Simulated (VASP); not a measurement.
# Lattice of AlCr2C across functionals and dispersion corrections

Aim: relax AlCr2C with several functionals and dispersion schemes, and compare the cells. The levels: LDA, PBEsol, PBE, r2SCAN, PBE + D3(BJ), r2SCAN + rVV10, PBE + TS and optB86b-vdW. The start is a computed cell from the Materials Project.

Main program and level: VASP 6.6.1; LDA, spin-polarised from a ferromagnetic start; plane waves and PAW (Al, Cr_pv, C), in the first sound run; inputs show where later runs differ.

### 1. The starting structure

Before any relaxation, the start is as follows. Symmetry: P6_3/mmc, No. 194, hexagonal system. The conventional cell has a = 2.825 Å, b = 2.825 Å, c = 12.601 Å, α = 90.00°, β = 90.00°, γ = 120.00°. Al has 6 Cr at 2.64 Å and 6 Al at 2.83 Å nearest. Nearest to Cr lie 3 C at 1.95 Å and 3 Al at 2.64 Å. C has 6 Cr at 1.95 Å nearest. Farther neighbours are not listed.

Structure file:

```
Al Cr C
1.0
     2.82510    0.00000    0.00000
    -1.41255    2.44661    0.00000
     0.00000    0.00000   12.60137
Al Cr C
2 4 2
Direct
  0.66667 0.33333 0.25000
  0.33333 0.66667 0.75000
  0.33333 0.66667 0.41494
  0.66667 0.33333 0.91494
  0.66667 0.33333 0.58506
  0.33333 0.66667 0.08506
  0.00000 0.00000 0.50000
  0.00000 0.00000 0.00000
```

### 2. Relaxation with LDA

Properties are meant for the cell that this level of theory prefers, so cell and atoms are relaxed first (ISIF = 3) until forces and stress are small; EDIFFG sets the threshold. LDA, the lowest rung, knows the local density alone.

File INCAR:

```
SYSTEM = AlCr2C
PREC = Accurate
ENCUT = 560
EDIFF = 1E-06
NELM = 100
ISMEAR = -1
SIGMA = 0.05
LREAL = .FALSE.
ALGO = Normal
GGA = CA
NBANDS = 50
ISPIN = 2
MAGMOM = 0 0 3 3 3 3 0 0
LASPH = .TRUE.
LMAXMIX = 4
LORBIT = 11
LWAVE = .FALSE.
LCHARG = .FALSE.
KPAR = 8
IBRION = 2
NSW = 60
ISIF = 3
EDIFFG = -0.01
```

File POSCAR:

```
AlCr2C
1.0
    2.8251010646      0.0000000000      0.0000000000
   -1.4125505323      2.4466092902      0.0000000000
    0.0000000000      0.0000000000     12.6013736800
Al Cr C
2 4 2
Direct
    0.6666666700      0.3333333300      0.2500000000
    0.3333333300      0.6666666700      0.7500000000
    0.3333333300      0.6666666700      0.4149411600
    0.6666666700      0.3333333300      0.9149411600
    0.6666666700      0.3333333300      0.5850588400
    0.3333333300      0.6666666700      0.0850588400
    0.0000000000      0.0000000000      0.5000000000
    0.0000000000      0.0000000000      0.0000000000
```

File KPOINTS:

```
Automatic mesh
0
Gamma
9 9 2
0 0 0
```

PAW data sets: Al, Cr_pv and C (PBE family, release 64).

Started as:

```bash
$ mpirun -np 8 vasp_std
```

Numbers of over 12 decimals in the logs are rounded to 6 here.

Output:

```text
[banner, memory and clock lines left out]
running    8 mpi-ranks, on    1 nodes
 distrk:  each k-point on    1 cores,    8 groups
 distr:  one band on    1 cores,    1 groups

 POSCAR found type information on POSCAR AlCrC
 POSCAR found :  3 types and       8 ions
|                                                                             |
|           W    W    AA    RRRRR   N    N  II  N    N   GGGG   !!!           |
|           W    W   A  A   R    R  NN   N  II  NN   N  G    G  !!!           |
|           W    W  A    A  R    R  N N  N  II  N N  N  G       !!!           |
|           W WW W  AAAAAA  RRRRR   N  N N  II  N  N N  G  GGG   !            |
|           WW  WW  A    A  R   R   N   NN  II  N   NN  G    G                |
|           W    W  A    A  R    R  N    N  II  N    N   GGGG   !!!           |
|                                                                             |
|     For optimal performance we recommend to set                             |
|       NCORE = 2 up to number-of-cores-per-socket                            |
|     NCORE specifies how many cores store one orbital (NPAR=cpu/NCORE).      |
|     This setting can greatly improve the performance of VASP for DFT.       |
|     The default, NCORE=1 might be grossly inefficient on modern             |
|     multi-core architectures or massively parallel machines. Do your        |
|     Unfortunately you need to use the default for GW and RPA                |
|     calculations (for HF NCORE is supported but not extensively tested      |
|     yet).                                                                   |
|                                                                             |

|                                                                             |
|               ----> ADVICE to this user running VASP <----                  |
|                                                                             |
|     You enforced a specific xc type in the INCAR file but a different       |
|     [... a line on the potential file left out ...]
|     I HOPE YOU KNOW WHAT YOU ARE DOING!                                     |
|                                                                             |

 LDA part: xc-table for (Slater(with rela. corr.)+CA(PZ))
 , standard interpolation
 POSCAR, INCAR and KPOINTS ok, starting setup
 FFT: planning ... GRIDC
 FFT: planning ... GRID_SOFT
 FFT: planning ... GRID
 WAVECAR not read
 entering main loop
       N       E                     dE             d eps       ncg     rms          rms(c)
DAV:   1     0.757947066817E+03    0.75795E+03   -0.33634E+04  4800   0.146E+03
DAV:   2    -0.279825060018E+02   -0.78593E+03   -0.74198E+03  4808   0.452E+02
DAV:   3    -0.838072783781E+02   -0.55825E+02   -0.53422E+02  5440   0.128E+02
DAV:   4    -0.857676841563E+02   -0.19604E+01   -0.19443E+01  5302   0.220E+01
DAV:   5    -0.858141435110E+02   -0.46459E-01   -0.46443E-01  6474   0.327E+00    0.512E+01
DAV:   6    -0.767395798253E+02    0.90746E+01   -0.93781E+01  5884   0.767E+01    0.251E+01
DAV:   7    -0.728605576769E+02    0.38790E+01   -0.35614E+01  5450   0.505E+01    0.139E+01
DAV:   8    -0.724206708113E+02    0.43989E+00   -0.35200E+00  5432   0.121E+01    0.561E+00
DAV:   9    -0.727062894511E+02   -0.28562E+00   -0.40924E-01  5880   0.449E+00    0.317E+00
DAV:  10    -0.728500046328E+02   -0.14372E+00   -0.49010E-02  6066   0.146E+00    0.259E+00
DAV:  11    -0.730190031555E+02   -0.16900E+00   -0.48299E-02  6046   0.129E+00    0.154E+00
DAV:  12    -0.730566691712E+02   -0.37666E-01   -0.22560E-02  6298   0.856E-01    0.822E-01
DAV:  13    -0.730571098592E+02   -0.44069E-03   -0.10705E-02  5530   0.521E-01    0.309E-01
DAV:  14    -0.730584529926E+02   -0.13431E-02   -0.16905E-03  5998   0.257E-01    0.107E-01
DAV:  15    -0.730584815897E+02   -0.28597E-04   -0.13393E-04  6234   0.715E-02    0.546E-02
DAV:  16    -0.730584743096E+02    0.72802E-05   -0.26143E-05  6382   0.261E-02    0.231E-02
DAV:  17    -0.730584788191E+02   -0.45095E-05   -0.54691E-06  5204   0.153E-02    0.903E-03
DAV:  18    -0.730584794977E+02   -0.67865E-06   -0.15519E-06  4198   0.754E-03
   1 F= -.73058479E+02 E0= -.73032024E+02  d E =-.730585E+02  mag=    -0.0023
 curvature:   0.00 expect dE= 0.000E+00 dE for cont linesearch  0.000E+00
 trial: gam= 0.00000 g(F)=  0.330E-01 g(S)=  0.319E+00 ort = 0.000E+00 (trialstep = 0.100E+01)
 search vector abs. value=  0.352E+00
 bond charge predicted
       N       E                     dE             d eps       ncg     rms          rms(c)
DAV:   1    -0.783174986989E+02   -0.52590E+01   -0.89541E+01  5148   0.951E+01    0.255E+01
DAV:   2    -0.756570766297E+02    0.26604E+01   -0.38161E+01  5220   0.491E+01    0.132E+01
DAV:   3    -0.731610365534E+02    0.24960E+01   -0.94598E+00  5384   0.273E+01    0.476E+00
DAV:   4    -0.729388989154E+02    0.22214E+00   -0.10041E+00  5298   0.630E+00    0.124E+00
DAV:   5    -0.729335771434E+02    0.53218E-02   -0.33707E-02  6374   0.113E+00    0.749E-01
DAV:   6    -0.729272392652E+02    0.63379E-02   -0.11291E-02  5490   0.501E-01    0.105E-01
DAV:   7    -0.729271321683E+02    0.10710E-03   -0.57503E-04  6946   0.155E-01    0.513E-02
DAV:   8    -0.729271077461E+02    0.24422E-04   -0.11336E-04  5890   0.747E-02    0.287E-02
DAV:   9    -0.729271041163E+02    0.36298E-05   -0.15542E-05  5758   0.232E-02    0.162E-02
DAV:  10    -0.729271039512E+02    0.16518E-06   -0.62327E-06  5126   0.128E-02
   2 F= -.72927104E+02 E0= -.72904028E+02  d E =0.131376E+00  mag=    -0.0001
[...]
3 F= -.73126837E+02 E0= -.73101646E+02  d E =-.683570E-01  mag=     0.0001
[...]
4 F= -.73126854E+02 E0= -.73101690E+02  d E =-.683745E-01  mag=     0.0000
[...]
5 F= -.73128095E+02 E0= -.73102862E+02  d E =-.124084E-02  mag=    -0.0000
 trial-energy change:   -0.001241  1 .order   -0.001249   -0.002041   -0.000456
 step:   1.1392(harm=  1.1289)  dis= 0.00559  next Energy=   -73.128163 (dE=-0.131E-02)
 bond charge predicted
       N       E                     dE             d eps       ncg     rms          rms(c)
DAV:   1    -0.731280258591E+02    0.69721E-04   -0.33019E-02  6764   0.326E+00    0.146E-01
DAV:   2    -0.731282684793E+02   -0.24262E-03   -0.63245E-03  5096   0.532E-01    0.106E-01
DAV:   3    -0.731281725076E+02    0.95972E-04   -0.58287E-04  5136   0.203E-01    0.398E-02
DAV:   4    -0.731281525729E+02    0.19935E-04   -0.69997E-05  5360   0.560E-02    0.159E-02
DAV:   5    -0.731281508914E+02    0.16815E-05   -0.12563E-05  5516   0.255E-02    0.122E-02
DAV:   6    -0.731281503230E+02    0.56837E-06   -0.30384E-06  4402   0.158E-02
   6 F= -.73128150E+02 E0= -.73102899E+02  d E =-.129629E-02  mag=     0.0000
 curvature:  -0.57 expect dE=-0.311E-05 dE for cont linesearch -0.173E-05
 trial: gam= 0.00000 g(F)=  0.175E-05 g(S)=  0.370E-05 ort =-0.846E-04 (trialstep = 0.929E+00)
 search vector abs. value=  0.545E-05
 reached required accuracy - stopping structural energy minimisation
```

Elapsed: 7.9 min, on 8 MPI ranks of AMD EPYC 7571, shared host; peak memory 2.5 GiB; 50 min of CPU time.

Lines that name or quote the potential files are left out of all logs, and their timing lines are given in words.

OUTCAR, selected parts (step 2):

```text
ion  position               nearest neighbor table
   1  0.667  0.333  0.250-   3 2.64   6 2.64   3 2.64   6 2.64   3 2.64   6 2.64
   2  0.333  0.667  0.750-   4 2.64   5 2.64   4 2.64   5 2.64   4 2.64   5 2.64
   3  0.333  0.667  0.415-   7 1.95   7 1.95   7 1.95   1 2.64   1 2.64   1 2.64   5 2.69   5 2.69
                             5 2.69
   4  0.667  0.333  0.915-   8 1.95   8 1.95   8 1.95   2 2.64   2 2.64   2 2.64   6 2.69   6 2.69
                             6 2.69
   5  0.667  0.333  0.585-   7 1.95   7 1.95   7 1.95   2 2.64   2 2.64   2 2.64   3 2.69   3 2.69
                             3 2.69
   6  0.333  0.667  0.085-   8 1.95   8 1.95   8 1.95   1 2.64   1 2.64   1 2.64   4 2.69   4 2.69
                             4 2.69
   7  0.000  0.000  0.500-   3 1.95   5 1.95   3 1.95   5 1.95   5 1.95   3 1.95
   8  0.000  0.000  0.000-   4 1.95   6 1.95   6 1.95   4 1.95   4 1.95   6 1.95

  LATTYP: Found a hexagonal cell.
 ALAT       =     2.8251010646
 C/A-ratio  =     4.4605036747

 Subroutine GETGRP returns: Found 24 space group operations
 (whereof 12 operations were pure point group operations)

The static configuration has the point symmetry D_3d.
 The point group associated with its full space group is D_6h.

 Found     24 irreducible k-points:

   k-points           NKPTS =     24   k-points in BZ     NKDIM =     24   number of bands    NBANDS=     50

   dimension x,y,z NGX =    24 NGY =   24 NGZ =   98
   dimension x,y,z NGXF=    48 NGYF=   48 NGZF=  196

   ENCUT  =  560.0 eV  41.16 Ry    6.42 a.u.   5.45  5.45 24.31*2*pi/ulx,y,z

   NELECT =      62.0000    total number of electrons

 k-points in reciprocal lattice and weights: Automatic mesh
   0.00000000  0.00000000  0.00000000       0.006
   0.11111111  0.00000000  0.00000000       0.037
   0.22222222  0.00000000  0.00000000       0.037
   0.33333333  0.00000000  0.00000000       0.037
   0.44444444  0.00000000  0.00000000       0.037
   0.11111111  0.11111111  0.00000000       0.037
   0.22222222  0.11111111  0.00000000       0.074
   0.33333333  0.11111111  0.00000000       0.074
   0.44444444  0.11111111  0.00000000       0.037
[...]
0.33333333  0.22222222  0.50000000       0.074
   0.33333333  0.33333333  0.50000000       0.012

 average (electrostatic) potential at core
       1 -68.9902       2 -68.9902       3 -65.9129       4 -65.9129       5 -65.9129
       6 -65.9129       7 -44.6519       8 -44.6519

 E-fermi :  10.2697

 spin component 1
 k-point     1 :       0.0000    0.0000    0.0000
  band No.  band energies     occupation
    ...
     30       9.1594      1.00000
     31      10.0754      0.97988
     32      10.0754      0.97988
     33      10.1078      0.96222
     34      10.1078      0.96222
     35      10.9028      0.00000
     36      10.9028      0.00000
     37      10.9536      0.00000
     38      10.9536      0.00000
     39      13.1910      0.00000
    ...

 k-point     2 :       0.1111    0.0000    0.0000
  band No.  band energies     occupation
    ...
     30       9.3282      1.00000
     31       9.7353      0.99998
     32      10.0208      0.99316
     33      10.0339      0.99113
     34      10.0562      0.98621
     35      10.9838      0.00000
     36      11.0085      0.00000
     37      11.0384      0.00000
     38      11.1780      0.00000
     39      13.2929      0.00000
    ...

 k-point     3 :       0.2222    0.0000    0.0000
  band No.  band energies     occupation
    ...
     30       9.6642      0.99999
     31       9.7106      0.99999
     32      10.0920      0.97219
     33      10.2443      0.62425
     34      10.2695      0.50073
     35      11.0618      0.00000
     36      11.1323      0.00000
     37      11.1817      0.00000
     38      11.7505      0.00000
     39      13.3736      0.00000
    ...

 k-point     4 :       0.3333    0.0000    0.0000
  band No.  band energies     occupation
    ...
     27       8.4320      1.00000
     28       8.6100      1.00000
     29      10.1033      0.96534
     30      10.1419      0.92790
     31      10.2132      0.75583
     32      10.3443      0.18350
     33      10.8661      0.00001
     34      10.8738      0.00001
     35      11.0920      0.00000
     36      11.1810      0.00000
    ...

 k-point     5 :       0.4444    0.0000    0.0000
  band No.  band energies     occupation
    ...
     24       7.0214      1.00000
     25       7.2467      1.00000
     26       7.4344      1.00000
     27       8.1159      1.00000
     28       8.2429      1.00000
     29      10.4056      0.06190
     30      10.5597      0.00302
     31      10.6669      0.00035
     32      10.6712      0.00033
     33      11.1267      0.00000
    ...

 k-point     6 :       0.1111    0.1111    0.0000
  band No.  band energies     occupation
    ...
     30       9.5353      1.00000
     31       9.6133      1.00000
     32      10.0275      0.99218
     33      10.0658      0.98333
     34      10.2440      0.62582
     35      10.9447      0.00000
     36      11.0511      0.00000
     37      11.2683      0.00000
     38      11.7106      0.00000
     39      13.3862      0.00000
    ...

  Total        0.0055939      0.0055939      0.0234594      0.0000000      0.0000000      0.0000000
  in kB        0.1062504      0.1062504      0.4455886      0.0000000      0.0000000      0.0000000
  external PRESSURE =       0.2193631 kB  Pullay stress =       0.0000000 kB

  energy-cutoff  :      560.00
  volume of cell :       84.35
      direct lattice vectors                 reciprocal lattice vectors
     2.795100334 -0.000000000  0.000000000     0.357768910  0.206557977 -0.000000000
    -1.397550167  2.420627896 -0.000000000     0.000000000  0.413115953 -0.000000000
    -0.000000000  0.000000000 12.467167478    -0.000000000  0.000000000  0.080210682

 POSITION                                       TOTAL-FORCE (eV/Angst)
 -----------------------------------------------------------------------------------
      1.39755      0.80688      3.11679         0.000000     -0.000000     -0.000000
     -0.00000      1.61375      9.35038         0.000000     -0.000000     -0.000000
     -0.00000      1.61375      5.17478        -0.000000      0.000000      0.003013
      1.39755      0.80688     11.40836         0.000000     -0.000000      0.003013
      1.39755      0.80688      7.29239         0.000000     -0.000000     -0.003013
     -0.00000      1.61375      1.05880        -0.000000      0.000000     -0.003013
     -0.00000      0.00000      6.23358         0.000000     -0.000000     -0.000000
     -0.00000      0.00000      0.00000         0.000000     -0.000000     -0.000000
 -----------------------------------------------------------------------------------
    total drift:                               -0.000008      0.000005     -0.000000

  FREE ENERGIE OF THE ION-ELECTRON SYSTEM (eV)
  ---------------------------------------------------
  free  energy   TOTEN  =       -73.1281503230 eV

  energy  without entropy=      -73.0776486524  energy(sigma->0) =      -73.10289949

 reached required accuracy - stopping structural energy minimisation

 total charge
# of ion       s       p       d       tot
------------------------------------------
    1        0.412   0.417   0.000   0.829
    2        0.412   0.417   0.000   0.829
    3        0.333   6.454   4.472  11.258
    4        0.333   6.454   4.472  11.258
    5        0.333   6.454   4.472  11.258
    6        0.333   6.454   4.472  11.258
    7        0.896   1.603   0.000   2.499
    8        0.896   1.603   0.000   2.499
--------------------------------------------------
tot          3.947  29.855  17.887  51.689

 magnetization (x)
# of ion       s       p       d       tot
------------------------------------------
    1       -0.000   0.000   0.000   0.000
    2       -0.000   0.000   0.000   0.000
    3       -0.000  -0.000  -0.000  -0.000
    4       -0.000  -0.000  -0.000  -0.000
    5       -0.000  -0.000  -0.000  -0.000
    6       -0.000  -0.000  -0.000  -0.000
    7        0.000   0.000   0.000   0.000
    8        0.000   0.000   0.000   0.000
--------------------------------------------------
tot         -0.000   0.000  -0.000  -0.000

[... 2 further parts left out ...]
```

CONTCAR:

```
AlCr2C
   1.00000000000000
     2.7951003343481426   -0.0000000000000000    0.0000000000000000
    -1.3975501671740713    2.4206278956698730   -0.0000000000000000
    -0.0000000000000000    0.0000000000000000   12.4671674781300919
  Al              Cr              C
     2     4     2
Direct
     0.6666666699999979    0.3333333300000021    0.2500000000000000
     0.3333333300000021    0.6666666699999979    0.7500000000000000
     0.3333333300000021    0.6666666699999979    0.4150726312805432
     0.6666666699999979    0.3333333300000021    0.9150726312805431
     0.6666666699999979    0.3333333300000021    0.5849273687194569
     0.3333333300000021    0.6666666699999979    0.0849273687194569
     0.0000000000000000    0.0000000000000000    0.5000000000000000
     0.0000000000000000    0.0000000000000000    0.0000000000000000
```

The moments of the start collapse, so the state is non-magnetic; other starts or orders were not tried. The k-mesh is coarse for a metal. The PAW data sets were made with PBE, though LDA sets exist; this is a small mismatch. The run keeps the 24 symmetry operations of its start, so it cannot find a distortion of lower symmetry.

Relaxation path:

| step | energy less that of the first step (eV) | largest force (eV/Å) | pressure (GPa) | volume (Å³) |
| --- | --- | --- | --- | --- |
| 1 | 0.0000 | 0.4137 | -7.72 | 87.10 |
| 2 | 0.1314 | 1.1228 | 14.59 | 80.65 |
| 3 | -0.0684 | 0.0957 | -0.35 | 84.64 |
| 4 | -0.0684 | 0.1066 | -0.17 | 84.59 |
| 5 | -0.0696 | 0.0222 | -0.06 | 84.41 |
| 6 | -0.0697 | 0.0030 | 0.02 | 84.35 |

| conventional cell, symmetrised | before | after | change |
| --- | --- | --- | --- |
| a (Å) | 2.825 | 2.795 | -1.1 % |
| b (Å) | 2.825 | 2.795 | -1.1 % |
| c (Å) | 12.601 | 12.467 | -1.1 % |
| volume (Å³/atom) | 10.89 | 10.54 | -3.2 % |

The relaxed structure:

```xyz
8
Lattice="2.7951 0.0000 0.0000 -1.3976 2.4206 0.0000 0.0000 0.0000 12.4672" Properties=species:S:1:pos:R:3 pbc="T T T"
Al    1.3976    0.8069    3.1168
Al    0.0000    1.6138    9.3504
Cr    0.0000    1.6138    5.1748
Cr    1.3976    0.8069   11.4084
Cr    1.3976    0.8069    7.2924
Cr    0.0000    1.6138    1.0588
C     0.0000    0.0000    6.2336
C     0.0000    0.0000    0.0000
```

Numbers from this step:

```yaml
electrons: 62
bands: 50
irreducible_k_points: 24
symmetry_operations: 24
free_energy_toten: -73.1282 eV
energy_at_zero_smearing: -73.1029 eV
fermi_energy: 10.27 eV
pressure: 0.02194 GPa
metallic: yes
scf_cycles_over_all_ionic_steps: 57
```

The spin moment in the PAW sphere vanishes on all atoms.

It ends with a largest force of 0.003 eV/Å and a pressure of 0.02 GPa. The conventional cell has a = 2.795 and c = 12.467 Å. The moments are lost on the way, which shrinks a magnet's cell; a magnetic solution may have been missed.

[end of part 1 of 4]

[Lines on the potential files, build, host, timing and source positions are cut from VASP's logs without a mark.]

[Logs are printed without paths, hosts, clocks, repeated set-up lines and the standing remarks that a program may print on its own settings, such as how far it seeks lower states.]

[Hosts, paths, dates, database ids (printed as entryN), source tags and the programs' standing remarks are cut or masked in the printed files.]

[A measured line is paired with the nearest computed mode of its activity, which favours agreement.]
